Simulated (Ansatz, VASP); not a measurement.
Cd3SeS2: VASP beside Ansatz

```
Cd Se S
1.0
     6.58993    0.00000    0.00000
    -3.29497    5.70705    0.00000
     0.00000    0.00000    3.70148
Cd Se S
3 1 2
Direct
  0.50000 0.00000 0.50000
  0.50000 0.50000 0.50000
  0.00000 0.50000 0.50000
  0.00000 0.00000 0.00000
  0.33333 0.66667 0.00000
  0.66667 0.33333 0.00000
```

Change from the starting cell: species swapped into the LuB2Os3 type (P6/mmm, No. 191).

Alike in both runs: task single point; functional PBE; k mesh 3 × 3 × 6; occupations gaussian, width 0.1 eV; no spin polarisation.

|  | VASP | Ansatz |
| --- | --- | --- |
| version | VASP 6.6.1 | Ansatz 0.2.0 |
| potentials or method | VASP PAW PBE potentials, release 64 (Cd, Se, S) | scalar-relativistic, plane waves, PAW |
| plane-wave cutoff (eV) | 520 | 420 |
| valence electrons in the cell | 54 | 88 |

Ansatz gave:

```
gap on the k mesh at the Fermi level (eV)       : none
pressure (GPa)                                  : 1.8
largest component of the traceless stress (GPa) : 4.10
```

Question: Estimate VASP's values.

Answer: gap on the k mesh at the Fermi level (eV): none; pressure (GPa): 2.1; largest component of the traceless stress (GPa): 3.95.

A gap of «none» marks a metal or a gap that the smearing closes. The two sets of potentials don't hold the same shells in valence.

Caveats: the k mesh is coarse (spacing up to 0.37 Å⁻¹), so the values aren't converged.
